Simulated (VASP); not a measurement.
Consider the following.

```
Ca
1.0
    0.00000     2.76263     2.76263
    2.76263     0.00000     2.76263
    2.76263     2.76263     0.00000
Ca
1
Direct
  0.00000   0.00000   0.00000
```

All values below come from PBE GGA, VASP's PBE PAW potentials (set 64) (plane waves; VASP). Numerical set-up: 480 eV cut-off, 10×10×10 Γ-centred mesh, first-order Methfessel-Paxton smearing of 0.10 eV, potentials Ca_sv.

### Question
Predict the energy per atom (σ→0), band gap (on the k-mesh) with the smallest direct gap where there is one.

### Answer

The band gap (on the k-mesh) is none (metal, semimetal or under 0.01 eV) and the energy per atom (σ→0) is -1.931 eV/atom.

The compound is Ca in the fcc structure. It was relaxed first.
